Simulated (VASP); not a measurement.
VASP input:

File KPOINTS:
```
Automatic
0
G
  6 6 6
0 0 0
```

INCAR:
```
! general
SYSTEM  = SnSe
PREC    = Accurate
ENCUT   = 400   ! plane-wave cut-off (eV)
LREAL   = .False.   ! projection in real space or not
LASPH   = .True.

! electronic loop
EDIFF   = 1E-6   ! SCF stop (eV)
NELM    = 100
ALGO    = Normal   ! blocked Davidson
LMAXMIX = 4

! smearing
ISMEAR  = 0   ! Gaussian
SIGMA   = 0.05

! functional
GGA     = PS

! ions
IBRION  = 2   ! conjugate gradients
NSW     = 60
ISIF    = 3   ! ions, shape and volume
EDIFFG  = -0.01   ! ionic stop

! output
LWAVE   = .False.
LCHARG  = .False.
```

File POSCAR:
```
SnSe
1
   -0.0000000000     3.3242506449     3.3242506449
    3.3242506449     0.0000000000     3.3242506449
    3.3242506449     3.3242506449     0.0000000000
Sn Se
1 1
Direct
  1.0000000000   1.0000000000   1.0000000000
  0.2500000000   0.2500000000   0.2500000000
```

POTCAR, in this order: Sn_d Se (PBE.64 set). Program: vasp_std.

Problem. Write an equivalent input for Quantum ESPRESSO's pw.x.

Solution. One equivalent input (not run):
```
&CONTROL
  calculation = 'vc-relax'
  pseudo_dir = './pseudo'
  outdir = './out'
  tprnfor = .true.
  tstress = .true.
  nstep = 60
  forc_conv_thr = 0.00039
/
&SYSTEM
  ibrav = 0
  nat = 2
  ntyp = 2
  ecutwfc = 86
  occupations = 'smearing'
  smearing = 'gaussian'
  degauss = 0.003675
  input_dft = 'pbesol'
/
&ELECTRONS
  conv_thr = 7.3e-08
  electron_maxstep = 100
/
&IONS
/
&CELL
/
ATOMIC_SPECIES
  Sn 118.710 Sn.upf
  Se 78.971 Se.upf
CELL_PARAMETERS angstrom
    -0.0000000    3.3242506    3.3242506
     3.3242506    0.0000000    3.3242506
     3.3242506    3.3242506    0.0000000
ATOMIC_POSITIONS crystal
  Sn   1.0000000  1.0000000  1.0000000
  Se   0.2500000  0.2500000  0.2500000
K_POINTS automatic
  6 6 6 0 0 0
```
Limits of the translation: the potentials are each code's own (VASP's PAW set, PseudoDojo norm-conserving files in pw.x), so ENCUT and ecutwfc are chosen apart and not converted; conv_thr bounds pw.x's estimated SCF error, while EDIFF bounds the energy change between steps; forc_conv_thr acts on force components and is met together with etot_conv_thr.

The structure was generated: SnSe was put into the zinc blende type (F-43m), which need not be its known phase. This run relaxes it. Symmetry was kept, so distortions that lower it aren't found. The start is the result of an earlier pass.
